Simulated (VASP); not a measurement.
Crystal: B2C.

```xyz
6
Lattice="-1.3974 1.3974 6.2223 1.3974 -1.3974 6.2223 1.3974 1.3974 -6.2223" Properties=species:S:1:pos:R:3 pbc="T T T"
B     1.3974    0.0000    5.1856
B     1.3974    0.0000    1.0366
B     0.0000    0.0000    4.1478
B     0.0000    0.0000    8.2968
C     0.0000    0.0000    0.0000
C     0.0000    1.3974    3.1111
```

The cell was built by a generator and needn't be a form met in nature.

| Quantity | Value |
| --- | --- |
| Program | VASP 6.6.1 |
| Task | relaxation of cell and atoms |
| Functional | PBE |
| Potentials or basis | VASP PAW PBE potentials, release 64 (B, C) |
| Cutoff | 520 eV |
| k mesh | 8 × 8 × 8 |
| Occupations | gaussian, width 0.15 eV |
| Spin | no spin polarisation |

At the start: pressure -21.7 GPa; volume 8.10 Å³/atom.

Problem. How do energy, volume and symmetry change on relaxing?

Solution. Over 7 steps the energy falls by 433.4 meV/atom and the volume is 7.35 Å³/atom (-9.2 %); space group I4_1/amd (No. 141, to 0.05 Å).

Step by step:
```
step  energy change (eV)  largest force (eV/Å)  pressure (GPa)  volume (Å³)
   1              0.0000                3.6642          -21.75        48.60
   2             -2.3337                1.1882           15.52        41.26
   3             -2.3361                0.9308           18.27        40.98
   4             -2.4992                1.1254            2.16        44.27
   5             -2.5650                0.4773            7.39        43.06
   6             -2.5781                0.3677           -5.38        45.00
   7             -2.6006                0.0033           -0.04        44.13
```

Final structure:
```
B C
1.0
    -1.37029    1.37029    5.87520
     1.37029   -1.37029    5.87520
     1.37029    1.37029   -5.87520
B C
4 2
Direct
  0.43512 0.93512 0.50000
  0.06488 0.56488 0.50000
  0.31488 0.31488 0.00000
  0.68512 0.68512 0.00000
  0.00000 0.00000 0.00000
  0.75000 0.25000 0.50000
```

Caveat: the k mesh is coarse (spacing up to 0.40 Å⁻¹), so the values aren't converged; the relaxation stopped at a loose force limit of 0.08 eV/Å, so its end isn't a converged minimum.
